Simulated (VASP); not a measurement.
# Sb2TeO2 (P-3m1) in VASP: single point with r2SCAN

Aim: the single point of Sb2TeO2 with r2SCAN.

Program: VASP 6.6.1. These are calculated values, not measurements. Logs are shortened: lines on timing, memory, paths and dates and some standing lists are left out, and cuts for length are marked.

### 1 Starting point

Symmetry: P-3m1, No. 164, trigonal system. The conventional cell has a = 4.031 Å, b = 4.031 Å, c = 7.116 Å, α = 90.00°, β = 90.00°, γ = 120.00°. Sb (site symmetry 3m) has 4 O at 2.17 to 2.42 Å as nearest neighbours. Te (site symmetry -3m) is surrounded by 6 Sb at 3.17 Å and 6 O at 3.64 Å. O (site symmetry 3m) is surrounded by 4 Sb at 2.17 to 2.42 Å.

The cell was built by a generator and needn't be a form met in nature.

### 2 Single point, r2SCAN

File INCAR:

```
SYSTEM = Sb2TeO2
ALGO = Normal
EDIFF = 1E-6
ENCUT = 520
ISIF = 2
ISMEAR = 0
KPAR = 2
LASPH = .True.
LCHARG = .False.
LMIXTAU = .True.
LREAL = .False.
LWAVE = .False.
METAGGA = R2SCAN
NELM = 150
PREC = Accurate
SIGMA = 0.1
```

File KPOINTS:

```
k-points
0
Gamma
  8 8 4
  0 0 0
```

File POSCAR:

```
Sb2TeO2                                 
1.0
    4.0305709114      0.0000000000      0.0000000000
   -2.0152854557      3.4905768033      0.0000000000
    0.0000000000      0.0000000000      7.1162520728
  Sb              Te              O             
     2     1     2
Direct
     0.3333333300000021    0.6666666699999979    0.3017495414583471
     0.6666666699999979    0.3333333300000021    0.6982504585416529
     1.0000000000000000    0.0000000000000000    0.0000000000000000
     0.6666666699999979    0.3333333300000021    0.3928403077200066
     0.3333333300000021    0.6666666699999979    0.6071596922799934
```

Potentials or basis: VASP PAW PBE potentials, release 64 (Sb, Te, O).

Command:

```
> cat potpaw_PBE.64/Sb/POTCAR potpaw_PBE.64/Te/POTCAR potpaw_PBE.64/O/POTCAR > POTCAR
> mpirun -np 2 vasp_std > vasp.out
```

OUTCAR:

```text
SYSTEM = Sb2TeO2
   EDIFF = 1E-6
   ENCUT = 520
   ISIF = 2
   ISMEAR = 0
   LASPH = .True.
   LREAL = .False.
   METAGGA = R2SCAN
   NELM = 150
   PREC = Accurate

 ion  position               nearest neighbor table
   1  0.333  0.667  0.302-   5 2.17   4 2.42   4 2.42   4 2.42   3 3.17   3 3.17   3 3.17   2 3.66
                             2 3.66   2 3.66
   2  0.667  0.333  0.698-   4 2.17   5 2.42   5 2.42   5 2.42   3 3.17   3 3.17   3 3.17   1 3.66
                             1 3.66   1 3.66
   3  0.000  0.000  0.000-   1 3.17   2 3.17   2 3.17   1 3.17   2 3.17   1 3.17
   4  0.667  0.333  0.393-   2 2.17   1 2.42   1 2.42   1 2.42
   5  0.333  0.667  0.607-   1 2.17   2 2.42   2 2.42   2 2.42

  LATTYP: Found a hexagonal cell.
 ALAT       =     4.0305709114
 C/A-ratio  =     1.7655692529

  Lattice vectors:

 A1 = (   4.0305709114,   0.0000000000,   0.0000000000)
 A2 = (  -2.0152854557,   3.4905768033,   0.0000000000)
 A3 = (   0.0000000000,   0.0000000000,   7.1162520728)

Analysis of symmetry for initial positions (statically):
=====================================================================
 Subroutine PRICEL returns:
 Original cell was already a primitive cell.

 Routine SETGRP: Setting up the symmetry group for a
 hexagonal supercell.

 Subroutine GETGRP returns: Found 12 space group operations
 (whereof 12 operations were pure point group operations)
 out of a pool of 24 trial point group operations.

The static configuration has the point symmetry D_3d.

Analysis of symmetry for dynamics (positions and initial velocities):
=====================================================================
 Subroutine PRICEL returns:
 Original cell was already a primitive cell.

 Routine SETGRP: Setting up the symmetry group for a
 hexagonal supercell.

 Subroutine GETGRP returns: Found 12 space group operations
 (whereof 12 operations were pure point group operations)
 out of a pool of 24 trial point group operations.

The dynamic configuration has the point symmetry D_3d.

 Subroutine INISYM returns: Found 12 space group operations
 (whereof 12 operations are pure point group operations),
 and found     1 'primitive' translations

----------------------------------------------------------------------------------------

[... 94 lines left out ...]
   LSORBIT =      F    spin-orbit coupling
   LASPH  =      T    aspherical Exc in radial PAW
   ENCUT  =  520.0 eV  38.22 Ry    6.18 a.u.   7.49  7.49 13.23*2*pi/ulx,y,z
   NELM   =    150;   NELMIN=  2; NELMDL= -5     # of ELM steps
   EDIFF  = 0.1E-05   stopping-criterion for ELM
   LREAL  =      F    real-space projection
   EDIFFG = 0.1E-04   stopping-criterion for IOM
   NSW    =      0    number of steps for IOM
   IBRION =     -1    ionic relax: 0-MD 1-quasi-New 2-CG
   NFREE  =      0    steps in history (QN), initial steepest desc. (CG)
   ISIF   =      2    stress and relaxation
   ISYM   =      2    0-nonsym 1-usesym 2-fastsym
   POTIM  = 0.5000    time-step for ionic-motion
   TEBEG  =    0.0;   TEEND  =   0.0 temperature during run
   PSTRESS=    0.0 pullay stress
   NELECT =      28.0000    total number of electrons
   NUPDOWN=      -1.0000    fix difference up-down
   EMIN   =  10.00;   EMAX   =-10.00  energy-range for DOS
   EFERMI =   0.00;   METHOD = LEGACY
   ISMEAR =     0;   SIGMA  =   0.10  broadening in eV -4-tet -1-fermi 0-gaus
   EFERMI_NEDOS =   21; number of points for ismear=-14 and -15
   IALGO  =     38    algorithm
   IMIX   =      4    mixing-type and parameters
     AMIX     =   0.40;   BMIX     =  1.00
     AMIX_MAG =   1.60;   BMIX_MAG =  1.00
  volume/ion in A,a.u.               =      20.02       135.13
  Fermi-wavevector in a.u.,A,eV,Ry     =   1.070588  2.023118 15.594443  1.146159
  Thomas-Fermi vector in A             =   2.206303
   LORBIT       =      0    0 simple, 1 ext, 2 COOP (PROOUT), +10 PAW based schemes
   METAGGA = R2SCAN    functional components
   LHFCALC =     F    Hartree Fock is set to
   AEXX    =    0.0000 exact exchange contribution
   IVDW    =     0    specifies the selected vdW correction
   LEPSILON=     F    determine dielectric tensor
   LRPA    =     F    only Hartree local field effects (RPA)
 non-spin polarized calculation
 Gauss-broadening in eV      SIGMA  =   0.10
  energy-cutoff  :      520.00
  volume of cell :      100.12
 maximum number of plane-waves:      2726
 NGX is ok and might be reduce to    30
   NGX = 15   NGY = 15   NGZ = 27

 number of electron      28.0000005 magnetization

 Free energy of the ion-electron system (eV)
  ---------------------------------------------------
  ext. energy  EPLUGINS =         0.00000000
  ---------------------------------------------------
  free energy    TOTEN  =       -92.17257723 eV

  energy without entropy =      -92.17254974  energy(sigma->0) =      -92.17256349

 E-fermi :   7.3754     XC(G=0): -10.5302

 val. band max:        7.1972841199   @ k =   0.0000   0.0000   0.0000
 cond. band min:       7.5886729753   @ k =   0.2500   0.2500   0.0000
 fundamental gap:      0.3913888555
 Fermi energy:         7.3754328829

 k-point     1 :       0.0000    0.0000    0.0000
  band No.  band energies     occupation
      1     -13.7021      2.00000
      2     -12.1791      2.00000
      3      -5.3824      2.00000
      4      -3.3082      2.00000
      5       0.3983      2.00000
      6       1.7558      2.00000
[... 481 lines left out ...]
      5      -2.3157      2.00000
      6       0.3284      2.00000
[... 10 lines left out ...]
     17       9.9095      0.00000
     18      10.9003      0.00000

 [... further k-points ...]
[... 5 lines left out ...]
  --------------------------------------------------------------------------------------
  -------------------------------------------------------------------------------------
  Total       -1.2581341     -1.2581341     -2.0703752     -0.0000000     -0.0000000      0.0000000
  in kB      -20.1336452    -20.1336452    -33.1317627     -0.0000000     -0.0000000      0.0000000
  external PRESSURE =     -24.4663510 kB  Pullay stress =       0.0000000 kB

 VOLUME and BASIS-vectors are now :
 -----------------------------------------------------------------------------
  energy-cutoff  :      520.00
  volume of cell :      100.12
      direct lattice vectors                 reciprocal lattice vectors
     4.030570911  0.000000000  0.000000000     0.248103810  0.143242801  0.000000000
    -2.015285456  3.490576803  0.000000000     0.000000000  0.286485603  0.000000000
     0.000000000  0.000000000  7.116252073     0.000000000  0.000000000  0.140523409

 POSITION                                       TOTAL-FORCE (eV/Angst)
 -----------------------------------------------------------------------------------
     -0.00000      2.32705      2.14733         0.000000     -0.000000      0.288682
      2.01529      1.16353      4.96893         0.000000      0.000000     -0.288682
      0.00000      0.00000      0.00000         0.000000      0.000000      0.000000
      2.01529      1.16353      2.79555        -0.000000      0.000000      0.262896
     -0.00000      2.32705      4.32070         0.000000      0.000000     -0.262896
 -----------------------------------------------------------------------------------
    total drift:                               -0.000000      0.000000      0.000000

  FREE ENERGIE OF THE ION-ELECTRON SYSTEM (eV)
  ---------------------------------------------------
  free  energy   TOTEN  =       -92.1725772316 eV

  energy  without entropy=      -92.1725497426  energy(sigma->0) =      -92.17256349
```

Run time: 1.7 min. Hardware: 2 MPI ranks of Intel Xeon Platinum 8559C (Emerald Rapids), shared host; peak memory 0.25 GiB.

What came out:

```
Free energy            : -92.1726 eV
Pressure               : -2.4 GPa
Largest force          : 0.289 eV/Å
Band gap on the k mesh : 0.39 eV, indirect (least direct gap 1.22 eV)
```

Forces in eV/Å, atoms in the order of the input:
```
Sb   0.000  0.000  0.289
Sb   0.000  0.000 -0.289
Te   0.000  0.000  0.000
O    0.000  0.000  0.263
O    0.000  0.000 -0.263
```

Levels at points of the mesh, in eV from the valence-band top:
| k point | band 11 | band 12 | band 13 | band 14 | band 15 | band 16 | band 17 | band 18 |
| --- | --- | --- | --- | --- | --- | --- | --- | --- |
| (0.00, 0.00, 0.00) | -3.80 | -0.78 | -0.78 | 0.00 | 2.21 | 2.21 | 2.37 | 2.38 |
| (0.50, 0.00, 0.00) | -3.66 | -2.93 | -1.43 | -0.80 | 1.59 | 2.07 | 2.99 | 3.45 |
| (0.00, 0.00, 0.50) | -2.00 | -0.62 | -0.62 | -0.14 | 1.08 | 1.08 | 2.59 | 3.14 |
| (0.50, 0.00, 0.50) | -2.72 | -2.37 | -1.41 | -1.18 | 0.52 | 2.95 | 3.11 | 3.57 |

Caveat: the PAW data sets were made with another functional, which shifts forces and pressure a little; spin-orbit coupling is left out, which moves the levels of the heavy elements. r2SCAN opens gaps a little over a GGA but as a rule still falls short of measured ones.
